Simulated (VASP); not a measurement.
```yaml
crystal:
  lattice:
    - [0.00000, 2.10531, 2.10531]
    - [2.10531, 0.00000, 2.10531]
    - [2.10531, 2.10531, 0.00000]
  atoms:
    - { symbol: Be, position: [0.25000, 0.25000, 0.25000] }
    - { symbol: Be, position: [0.75000, 0.75000, 0.75000] }
    - { symbol: C, position: [0.00000, 0.00000, 0.00000] }
```

Level of theory: LDA (Ceperley-Alder, Perdew-Zunger), VASP's LDA PAW potentials (set 64) (plane waves; VASP). Run with 620 eV cut-off, 9×9×9 Γ-centred mesh, Gaussian smearing of 0.050 eV, potentials Be C.

Q: What does the run give for the energy per atom (σ→0), pressure?

A: 
| Property | Result |
|---|---|
| energy per atom (σ→0) | -6.469 eV/atom |
| pressure | 9.99 GPa |

The compound is Be2C in the antifluorite structure. It was relaxed first under an external pressure of 10 GPa.
